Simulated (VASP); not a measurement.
A VASP calculation is set up with these files.

File POSCAR:
```
MgB2
1
    1.5056107090    -2.6077937634    -0.0000000000
    1.5056107090     2.6077937634    -0.0000000000
   -0.0000000000    -0.0000000000     3.3910727874
Mg B
1 2
Direct
  1.0000000000   0.0000000000   0.0000000000
  0.3333330000   0.6666670000   0.5000000000
  0.6666670000   0.3333330000   0.5000000000
```

**KPOINTS**
```
Automatic mesh
0
Gamma
12 12 9
0 0 0
```

INCAR:
```
! general
SYSTEM  = MgB2
PREC    = Accurate
ENCUT   = 620   ! plane-wave cut-off (eV)
LREAL   = .FALSE.
LASPH   = .TRUE.

! electronic loop
EDIFF   = 1E-6   ! SCF stop (eV)
NELM    = 100   ! most electronic steps
ALGO    = Normal

! smearing
ISMEAR  = 1   ! Methfessel-Paxton
SIGMA   = 0.1   ! width (eV)

! ions
IBRION  = 2
NSW     = 40   ! most ionic steps
ISIF    = 3   ! ions, shape and volume
EDIFFG  = -0.02   ! ionic stop
PSTRESS = 50

! output
LWAVE   = .FALSE.
LCHARG  = .FALSE.
```

POTCAR, in this order: Mg B (LDA.64 set). Program: vasp_std.

**Question.** Translate this LDA calculation to Ansatz.

**Answer.** One equivalent input (not run):
Ansatz 0.2 input:
```yaml
crystal:
  lattice:
    - [1.5056107, -2.6077938, 0.0000000]
    - [1.5056107, 2.6077938, 0.0000000]
    - [0.0000000, 0.0000000, 3.3910728]
  atoms:
    - { symbol: Mg, position: [1.0000000, 0.0000000, 0.0000000] }
    - { symbol: B, position: [0.3333330, 0.6666670, 0.5000000] }
    - { symbol: B, position: [0.6666670, 0.3333330, 0.5000000] }
kpoints:
  mp_grid: { grid: [12, 12, 9] }
hamiltonian:
  xc: lda
  pseudopotentials: { kind: paw }
scf:
  occupations: { method: methfessel_paxton, width: 0.1 }
  max_iter: 100
relax:
  max_steps: 40
  f_tol: 0.02
  cell: { p_target: 5 }
output: { forces: true, stress: true, eigenvalues: true }
```
What does not carry over: each code has its own PAW files, so the cut-off isn't converted (ENCUT is set for VASP's; basis.ecutwfc is left out, and Ansatz then takes the one that its files recommend); Ansatz stops its SCF on the density residual and VASP on the energy change (EDIFF); Ansatz's lda is the Perdew-Wang form, while the LDA potentials of VASP carry Perdew-Zunger's.

The compound is MgB2 in the AlB2 type structure. It was relaxed first under an external pressure of 5 GPa.
